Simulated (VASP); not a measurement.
Data:

```
CELL_PARAMETERS angstrom
      0.00000     2.85163     2.85163
      2.85163     0.00000     2.85163
      2.85163     2.85163     0.00000
ATOMIC_POSITIONS crystal
  Be 0.00000 0.00000 0.00000
  Te 0.25000 0.25000 0.25000
```

All values below come from revTPSS meta-GGA, VASP's PBE PAW potentials (set 64) (plane waves; VASP). Numerical set-up: 520 eV cut-off, 8×8×8 Γ-centred mesh, Gaussian smearing of 0.050 eV, potentials Be Te.

Unless said otherwise, spin-orbit coupling is left out, though it shifts the bands of the heavy elements here.

Task: What does the run give for the energy per atom (σ→0), pressure, band gap (on the k-mesh) with the smallest direct gap where there is one?

Result: 
```
Quantity                                    Result
-----------------------------------  -------------
band gap (on the k-mesh)                   2.10 eV
smallest direct gap (on the k-mesh)        3.86 eV
energy per atom (σ→0)                5.395 eV/atom
pressure                                 -1.62 GPa
```

Only differences to runs with the same potentials and settings are physical.

The compound is BeTe in the zinc blende structure. This cell is one point of a volume scan, at 1.03 of the reference volume.
